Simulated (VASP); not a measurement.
The input files of a VASP run:

File KPOINTS:
```
Regular mesh
0
gamma
 9 9 9
```

INCAR:
```
LWAVE = .False.
SYSTEM = AgBr
ISIF = 2
NEDOS = 601   # DOS grid
LREAL = .False.   # projection in real space or not
LMAXMIX = 4   # l cut-off of mixed one-centre charges
LORBIT = 11   # lm-projected
EDIFF = 1E-7   # SCF stop (eV)
ENCUT = 520   # plane-wave cut-off (eV)
LASPH = .True.   # aspherical one-centre terms
PREC = Accurate
ALGO = Normal   # blocked Davidson
ISMEAR = -5
LCHARG = .True.
NELM = 100
```

POSCAR:
```
AgBr
1
    0.0000000000     2.7930815560     2.7930815560
    2.7930815560     0.0000000000     2.7930815560
    2.7930815560     2.7930815560     0.0000000000
Ag Br
1 1
Direct
  0.0000000000   0.0000000000   0.0000000000
  0.5000000000   0.5000000000   0.5000000000
```

POTCAR, in this order: Ag Br (LDA.64 set). Program: vasp_std.

### Question
Write an equivalent input for Quantum ESPRESSO's pw.x.

### Answer
One equivalent input (not run):
```
&CONTROL
  calculation = 'scf'
  pseudo_dir = './pseudo'
  outdir = './out'
  tprnfor = .true.
  tstress = .true.
/
&SYSTEM
  ibrav = 0
  nat = 2
  ntyp = 2
  ecutwfc = 86
  occupations = 'tetrahedra'
  input_dft = 'pz'
/
&ELECTRONS
  conv_thr = 7.3e-09
  electron_maxstep = 100
/
ATOMIC_SPECIES
  Ag 107.868 Ag.upf
  Br 79.904 Br.upf
CELL_PARAMETERS angstrom
     0.0000000    2.7930816    2.7930816
     2.7930816    0.0000000    2.7930816
     2.7930816    2.7930816    0.0000000
ATOMIC_POSITIONS crystal
  Ag   0.0000000  0.0000000  0.0000000
  Br   0.5000000  0.5000000  0.5000000
K_POINTS automatic
  9 9 9 0 0 0
```
The two are equivalent in intent, not identical: the potentials are each code's own (VASP's PAW set, PseudoDojo norm-conserving files in pw.x), so ENCUT and ecutwfc are chosen apart and not converted; conv_thr bounds pw.x's estimated SCF error, while EDIFF bounds the energy change between steps.

The compound is AgBr in the rock salt structure. It was relaxed first, which changed the volume by -9 %.
